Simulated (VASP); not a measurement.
Energy against volume of Ag (fcc). Method: PBE GGA with D3 dispersion (zero damping), VASP's PBE PAW potentials (set 64) (plane waves; VASP).

```tsv
V (Å³/atom)	E (eV/atom)
15.850	-3.17905
16.355	-3.19735
16.861	-3.20313
17.367	-3.19878
17.873	-3.18627
```

Q: Fit a third-order Birch-Murnaghan equation of state.

A: 
```yaml
volume_per_atom: 16.88 Å³/atom
bulk_modulus: 106 GPa
pressure_derivative_of_the_bulk_modulus: 6.13
lattice_constant_a: 7.695 bohr
```

Measured: bulk modulus 110 GPa at 0 K (computed value off by -3.8 %), as given by H. Levämäki et al., Physical Review B (2014), arXiv:1402.3671 [corrected for temperature and zero-point phonon effects]; a 4.062 Å at 0 K (computed value off by +0.2 %), as given by Daniel Mejia-Rodriguez et al., Physical Review B (2018), arXiv:1807.09216 [static lattice: zero-point anharmonic expansion removed].

The compound is Ag in the fcc structure. It was relaxed first.
